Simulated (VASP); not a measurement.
# Al15CrN16 (a cell with a defect) in VASP: notebook

One crystal, Al15CrN16 (a cell with a defect), is run at these levels: PBEsol+U; tasks: single point, relaxation of the atoms.

All numbers are computed with VASP 6.6.1; they aren't measurements. Logs are shortened: lines on timing, memory, paths and dates and some standing lists are left out, and cuts for length are marked.

## 1. The crystal as given

The cell holds a defect, 32 atoms: a = 6.220 Å, b = 6.220 Å, c = 9.960 Å, α = 90.00°, β = 90.00°, γ = 120.00°.

## 2. Single point, PBEsol+U, collinear spin, ferromagnetic start

Contents of INCAR:

```
ALGO = Normal
EDIFF = 1E-5
ENCUT = 450
GGA = PS
ISIF = 2
ISMEAR = 0
ISPIN = 2
LASPH = True
LCHARG = False
LDAU = True
LDAUJ = 0 0 0
LDAUL = 2 -1 -1
LDAUPRINT = 1
LDAUTYPE = 2
LDAUU = 3 0 0
LMAXMIX = 4
LORBIT = 11
LREAL = Auto
LWAVE = False
MAGMOM = 2 0 0 0 0 0 0 0 0 0 0 0 0 0 0 0 0 0 0 0 0 0 0 0 0 0 0 0 0 0 0 0
NELECT = 138.0
NELM = 120
NUPDOWN = 2
PREC = Accurate
SIGMA = 0.03
```

Contents of KPOINTS:

```
k-points
0
Gamma
  3 3 2
```

Contents of POSCAR:

```
Al15CrN16
1.0
    6.2200008610      0.0000000000      0.0000000000
   -3.1100004305      5.3866787572      0.0000000000
    0.0000000000      0.0000000000      9.9600000000
Cr Al N
1 15 16
Direct
    0.3333333333      0.1666666667      0.0000000000
    0.3333333333      0.1666666667      0.5000000000
    0.3333333333      0.6666666667      0.0000000000
    0.3333333333      0.6666666667      0.5000000000
    0.8333333333      0.1666666667      0.0000000000
    0.8333333333      0.1666666667      0.5000000000
    0.8333333333      0.6666666667      0.0000000000
    0.8333333333      0.6666666667      0.5000000000
    0.1666666667      0.3333333333      0.2500000000
    0.1666666667      0.3333333333      0.7500000000
    0.1666666667      0.8333333333      0.2500000000
    0.1666666667      0.8333333333      0.7500000000
    0.6666666667      0.3333333333      0.2500000000
    0.6666666667      0.3333333333      0.7500000000
    0.6666666667      0.8333333333      0.2500000000
    0.6666666667      0.8333333333      0.7500000000
    0.3333333333      0.1666666667      0.1910000000
    0.3333333333      0.1666666667      0.6910000000
    0.3333333333      0.6666666667      0.1910000000
    0.3333333333      0.6666666667      0.6910000000
    0.8333333333      0.1666666667      0.1910000000
    0.8333333333      0.1666666667      0.6910000000
    0.8333333333      0.6666666667      0.1910000000
    0.8333333333      0.6666666667      0.6910000000
    0.1666666667      0.3333333333      0.4410000000
    0.1666666667      0.3333333333      0.9410000000
    0.1666666667      0.8333333333      0.4410000000
    0.1666666667      0.8333333333      0.9410000000
    0.6666666667      0.3333333333      0.4410000000
    0.6666666667      0.3333333333      0.9410000000
    0.6666666667      0.8333333333      0.4410000000
    0.6666666667      0.8333333333      0.9410000000
```

Potentials or basis: VASP PAW PBE potentials, release 64 (Cr_pv, Al, N).

On the command line:

```
> cat potpaw_PBE.64/Cr_pv/POTCAR potpaw_PBE.64/Al/POTCAR potpaw_PBE.64/N/POTCAR > POTCAR
> mpirun -np 1 vasp_std > vasp.out
```

OUTCAR:

```text
EDIFF = 1E-5
   ENCUT = 450
   GGA = PS
   ISIF = 2
   ISMEAR = 0
   ISPIN = 2
   LASPH = True
   LORBIT = 11
   LREAL = Auto
   NELECT = 138.0
   NELM = 120
   NUPDOWN = 2
   PREC = Accurate

 ion  position               nearest neighbor table
   1  0.333  0.167  0.000-  26 1.89  30 1.89  28 1.89  17 1.90   9 3.07  10 3.07  13 3.07  14 3.07
                            11 3.07  12 3.07   5 3.11   5 3.11   7 3.11   3 3.11   3 3.11   7 3.11
   2  0.333  0.167  0.500-  25 1.89  29 1.89  27 1.89  18 1.90   9 3.07  10 3.07  13 3.07  14 3.07
                            11 3.07  12 3.07   6 3.11   6 3.11   8 3.11   4 3.11   4 3.11   8 3.11
   3  0.333  0.667  0.000-  28 1.89  32 1.89  26 1.89  19 1.90  11 3.07  12 3.07  15 3.07  16 3.07
                             9 3.07  10 3.07   7 3.11   7 3.11   1 3.11   1 3.11   5 3.11   5 3.11
   4  0.333  0.667  0.500-  27 1.89  31 1.89  25 1.89  20 1.90  11 3.07  12 3.07  15 3.07  16 3.07
                             9 3.07  10 3.07   8 3.11   8 3.11   2 3.11   2 3.11   6 3.11   6 3.11
   5  0.833  0.167  0.000-  30 1.89  26 1.89  32 1.89  21 1.90  13 3.07  14 3.07   9 3.07  10 3.07
                            15 3.07  16 3.07   1 3.11   1 3.11   7 3.11   7 3.11   3 3.11   3 3.11
   6  0.833  0.167  0.500-  29 1.89  25 1.89  31 1.89  22 1.90  13 3.07  14 3.07   9 3.07  10 3.07
                            15 3.07  16 3.07   2 3.11   2 3.11   8 3.11   8 3.11   4 3.11   4 3.11
   7  0.833  0.667  0.000-  32 1.89  28 1.89  30 1.89  23 1.90  15 3.07  16 3.07  11 3.07  12 3.07
                            13 3.07  14 3.07   3 3.11   3 3.11   5 3.11   5 3.11   1 3.11   1 3.11
   8  0.833  0.667  0.500-  31 1.89  27 1.89  29 1.89  24 1.90  15 3.07  16 3.07  11 3.07  12 3.07
                            13 3.07  14 3.07   4 3.11   4 3.11   6 3.11   6 3.11   2 3.11   2 3.11
   9  0.167  0.333  0.250-  17 1.89  21 1.89  19 1.89  25 1.90   1 3.07   2 3.07   5 3.07   6 3.07
[... 17 lines left out ...]
  19  0.333  0.667  0.191-  11 1.89  15 1.89   9 1.89   3 1.90
  20  0.333  0.667  0.691-  12 1.89  16 1.89  10 1.89   4 1.90
  21  0.833  0.167  0.191-  13 1.89   9 1.89  15 1.89   5 1.90
  22  0.833  0.167  0.691-  14 1.89  10 1.89  16 1.89   6 1.90
[... 8 lines left out ...]
  31  0.667  0.833  0.441-   8 1.89   4 1.89   6 1.89  15 1.90
  32  0.667  0.833  0.941-   7 1.89   3 1.89   5 1.89  16 1.90

  LATTYP: Found a hexagonal cell.
 ALAT       =     6.2200008610
 C/A-ratio  =     1.6012859520

  Lattice vectors:

 A1 = (   6.2200008610,   0.0000000000,   0.0000000000)
 A2 = (  -3.1100004305,   5.3866787572,   0.0000000000)
 A3 = (   0.0000000000,   0.0000000000,   9.9600000000)

Analysis of symmetry for initial positions (statically):
=====================================================================
 Subroutine PRICEL returns:
 Original cell was already a primitive cell.

 Routine SETGRP: Setting up the symmetry group for a
 hexagonal supercell.

[... 261 lines left out ...]
  energy without entropy =     -240.19768963  energy(sigma->0) =     -240.19930307

 E-fermi :  10.7187     XC(G=0): -11.2405

 val. band max:       10.6176081448   @ k =   0.3333   0.3333   0.0000
 cond. band min:       9.7358129623   @ k =   0.3333   0.3333   0.5000
 fundamental gap:     -0.8817951824
 Fermi energy:         9.7260543080

 spin component 1

 k-point     1 :       0.0000    0.0000    0.0000
  band No.  band energies     occupation
      1     -34.4667      1.00000
      2     -34.4667      1.00000
      3     -33.9208      1.00000
      4      -9.1660      1.00000
      5      -8.2748      1.00000
      6      -8.1130      1.00000
[... 493 lines left out ...]
     80      12.6944      0.00000
     81      13.0895      0.00000
 Fermi energy:        10.7187494670

 spin component 2

 k-point     1 :       0.0000    0.0000    0.0000
  band No.  band energies     occupation
      1     -32.3759      1.00000
      2     -32.1311      1.00000
      3     -32.1311      1.00000
      4      -9.1721      1.00000
      5      -8.2796      1.00000
      6      -8.1082      1.00000
[... 493 lines left out ...]
     80      13.0191      0.00000
     81      13.0649      0.00000
 [bands above 81 left out]

------------------------ aborting loop because EDIFF is reached ----------------------------------------

  FORCE on cell =-STRESS in cart. coord.  units (eV):
  Direction    XX          YY          ZZ          XY          YZ          ZX
  --------------------------------------------------------------------------------------
  -------------------------------------------------------------------------------------
  Total       15.3358341     15.3358341     17.6438785      0.0000000      0.0000000      0.0000000
  in kB       73.6286986     73.6286986     84.7098245      0.0000000      0.0000000      0.0000000
  external PRESSURE =      77.3224073 kB  Pullay stress =       0.0000000 kB

 VOLUME and BASIS-vectors are now :
 -----------------------------------------------------------------------------
  energy-cutoff  :      450.00
  volume of cell :      333.71
      direct lattice vectors                 reciprocal lattice vectors
     6.220000861  0.000000000  0.000000000     0.160771682  0.092821574  0.000000000
    -3.110000430  5.386678757  0.000000000     0.000000000  0.185643148  0.000000000
     0.000000000  0.000000000  9.960000000     0.000000000  0.000000000  0.100401606

 POSITION                                       TOTAL-FORCE (eV/Angst)
 -----------------------------------------------------------------------------------
      1.55500      0.89778      0.00000        -0.000000      0.000000     -0.048532
      1.55500      0.89778      4.98000        -0.000000      0.000000     -0.163848
     -0.00000      3.59112      0.00000        -0.377002     -0.217662     -0.151381
     -0.00000      3.59112      4.98000        -0.054612     -0.031530      0.107968
      4.66500      0.89778      0.00000        -0.000000      0.435324     -0.151381
      4.66500      0.89778      4.98000        -0.000000      0.063061      0.107968
[... 24 lines left out ...]
      1.55500      4.48890      4.39236        -0.000000      0.000000     -0.023175
      1.55500      4.48890      9.37236        -0.000000      0.000000     -0.184538
 -----------------------------------------------------------------------------------
    total drift:                               -0.000003      0.000003      0.028318

  FREE ENERGIE OF THE ION-ELECTRON SYSTEM (eV)
  ---------------------------------------------------
  free  energy   TOTEN  =      -240.2009165130 eV

  energy  without entropy=     -240.1976896266  energy(sigma->0) =     -240.19930307

 total charge

# of ion       s       p       d       tot
------------------------------------------
    1        0.373   6.434   4.381  11.188
    2        0.373   0.448   0.000   0.822
    3        0.371   0.448   0.000   0.819
    4        0.373   0.449   0.000   0.821
    5        0.371   0.448   0.000   0.819
    6        0.373   0.449   0.000   0.821
[... 24 lines left out ...]
   31        1.227   2.620   0.000   3.847
   32        1.226   2.620   0.000   3.845
--------------------------------------------------
tot         25.609  54.937   4.381  84.927

 magnetization (x)

# of ion       s       p       d       tot
------------------------------------------
    1        0.012   0.014   2.065   2.091
    2       -0.003  -0.003   0.000  -0.006
    3        0.004   0.005   0.000   0.009
    4       -0.001  -0.001   0.000  -0.002
    5        0.004   0.005   0.000   0.009
    6       -0.001  -0.001   0.000  -0.002
[... 24 lines left out ...]
   31       -0.003  -0.001   0.000  -0.003
   32       -0.001   0.003   0.000   0.002
--------------------------------------------------
tot         -0.014  -0.029   2.065   2.023
```

stdout:

```text
POSCAR found type information on POSCAR CrAlN
 POSCAR found :  3 types and      32 ions
 scaLAPACK will be used
 -----------------------------------------------------------------------------
|                                                                             |
|                                                                             |
|     You enforced a specific xc type in the INCAR file but a different       |
|     I HOPE YOU KNOW WHAT YOU ARE DOING!                                     |
|                                                                             |
 -----------------------------------------------------------------------------

 LDA part: xc-table for (Slater+PW92), standard interpolation
 POSCAR, INCAR and KPOINTS ok, starting setup
 FFT: planning ... GRIDC
 FFT: planning ... GRID_SOFT
 FFT: planning ... GRID
 WAVECAR not read
 entering main loop
 the old and the new charge density differ
 old charge density:   137.00000 new  138.00000
    0.428E+01
```

Wall time 14 min (1 thread of Intel Xeon Platinum 8259CL at 2.50GHz (Skylake/Cascade Lake), shared host); peak memory 0.62 GiB.

Results:

* Free energy: -240.2009 eV
* Largest force: 2.401 eV/Å
* Net moment: 2.00 μB per cell
* Site moments: Cr +2.09; Al -0.01, +0.01, -0.00, +0.00; N +0.01, -0.01, +0.00, -0.00, -0.03 μB
* Valence electrons inside the program's atomic spheres: Cr 11.19; Al 0.82; N 3.83, 3.85, 3.84

Forces in eV/Å, atoms in the order of the input:
```
Cr   0.000  0.000 -0.049
Al   0.000  0.000 -0.164
Al  -0.377 -0.218 -0.151
Al  -0.055 -0.032  0.108
Al   0.000  0.435 -0.151
Al   0.000  0.063  0.108
Al   0.377 -0.218 -0.151
Al   0.055 -0.032  0.108
Al   0.312 -0.180 -0.354
Al  -0.029  0.017  0.731
Al   0.000  0.360 -0.354
Al   0.000 -0.034  0.731
Al  -0.312 -0.180 -0.354
Al   0.029  0.017  0.731
Al   0.000  0.000 -0.187
Al   0.000  0.000  0.239
N    0.000  0.000  2.401
N    0.000  0.000 -0.702
N    0.028  0.016  0.308
N    0.177  0.102 -0.394
N    0.000 -0.033  0.308
N    0.000 -0.204 -0.394
N   -0.028  0.016  0.308
N   -0.177  0.102 -0.394
N   -0.138  0.079  0.132
N   -1.779  1.027 -0.824
N    0.000 -0.159  0.132
N    0.000 -2.054 -0.824
N    0.138  0.079  0.132
N    1.779  1.027 -0.824
N    0.000  0.000 -0.023
N    0.000  0.000 -0.185
```

Eigenvalues of the final occupation matrices:
```csv
site,spin,trace,eigenvalues
site 1 d,1,3.25,0.23 0.59 0.59 0.92 0.92
site 1 d,2,1.18,0.07 0.07 0.20 0.20 0.64
```

Caveat: the k mesh is coarse (spacing up to 0.39 Å⁻¹), so the values aren't converged; the cell is charged against a uniform background, so pressure and absolute levels hang on convention; the cutoff is under 1.25 times the usual one of these potentials, so pressure, stress and relaxed cells hold a basis-set (Pulay) error; the PAW data sets were made with another functional, which shifts forces and pressure a little; the total moment is fixed, so each spin has its own Fermi level; only a ferromagnetic start was run, and an antiferromagnetic order may lie lower in energy.

(Part 1 of 2 ends here.)
